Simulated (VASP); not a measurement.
These are AM05 GGA, VASP's PBE PAW potentials (set 64) (plane waves; VASP) values and carry that method's errors.

A VASP calculation is set up with these files.

INCAR:
```
ALGO = Normal
EDIFF = 1E-7
EDIFFG = -0.01
ENCUT = 520
GGA = AM
IBRION = 2
ISIF = 4
ISMEAR = 1
LASPH = .TRUE.
LCHARG = .FALSE.
LREAL = .FALSE.
LWAVE = .FALSE.
NELM = 100
NSW = 30
PREC = Accurate
SIGMA = 0.1
SYSTEM = Mg
```

### KPOINTS
```
Automatic mesh
0
gamma
13 13 7
```

File POSCAR:
```
Mg
1
    1.5807932840    -2.7380147267     0.0000000000
    1.5807932840     2.7380147267     0.0000000000
    0.0000000000     0.0000000000     5.0499512292
Mg
2
Direct
  0.3333330000   0.6666670000   0.2500000000
  0.6666670000   0.3333330000   0.7500000000
```

POTCAR, in this order: Mg (PBE.64 set). Program: vasp_std.

### Question
What will the output report for the number of irreducible k-points (NKPTS), largest plane-wave count, number of space-group operations, FFT grid (NGX, NGY, NGZ)?

### Answer

| Quantity | Result |
|---|---|
| number of irreducible k-points (NKPTS) | 84 |
| largest plane-wave count | 1194 |
| number of space-group operations | 24 |
| FFT grid (NGX, NGY, NGZ) | 24 × 24 × 40 |

The compound is Mg in the hcp structure. This cell is one point of a volume scan, at 0.97 of the reference volume. Symmetry was kept, so distortions that lower it aren't found.
